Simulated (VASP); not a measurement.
Input:

```
CELL_PARAMETERS angstrom
      4.13200     0.00000     0.00000
      0.00000     4.13200     0.00000
      0.00000     0.00000     4.13200
ATOMIC_POSITIONS crystal
  Ba 0.00000 0.00000 0.00000
  Zr 0.50000 0.50000 0.50000
  O  0.50000 0.00000 0.50000
  O  0.00000 0.50000 0.50000
  O  0.50000 0.50000 0.00000
```

All values below come from revTPSS meta-GGA, VASP's PBE PAW potentials (set 64) (plane waves; VASP). Numerical set-up: 520 eV cut-off, 5×5×5 Γ-centred mesh, Gaussian smearing of 0.050 eV, potentials Ba_sv Zr_sv O.

**Question.** Give the stress tensor in GPa (positive for a compressed cell).

**Answer.** 
```
11.22   0.00   0.00
 0.00  11.22   0.00
 0.00   0.00  11.22
```
The pressure is its mean diagonal, 11.22 GPa.

The compound is BaZrO3 in the cubic perovskite structure. This cell is one point of a volume scan, at 0.94 of the reference volume.
